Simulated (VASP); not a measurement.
Given:

```yaml
crystal:
  lattice:
    - [0.00000, 3.11720, 3.11720]
    - [3.11720, 0.00000, 3.11720]
    - [3.11720, 3.11720, 0.00000]
  atoms:
    - { symbol: K, position: [0.00000, 0.00000, 0.00000] }
    - { symbol: Cl, position: [0.50000, 0.50000, 0.50000] }
```

All values below come from r2SCAN+rVV10, VASP's PBE PAW potentials (set 64) (plane waves; VASP). Run with 520 eV cut-off, 8×8×8 Γ-centred mesh, tetrahedra with Blöchl corrections, potentials K_sv Cl.

Q: Estimate the energy per atom (σ→0), band gap (over mesh and band path) with the smallest direct gap where there is one.

A: 
```json
{
 "band gap (over mesh and band path)": "5.82 eV",
 "smallest direct gap (over mesh and band path)": "5.82 eV",
 "energy per atom (σ→0)": "-8.001 eV/atom"
}
```

The absolute energy has meaning only against runs of the same code, potentials and settings.

The compound is KCl in the rock salt structure. It was relaxed first.
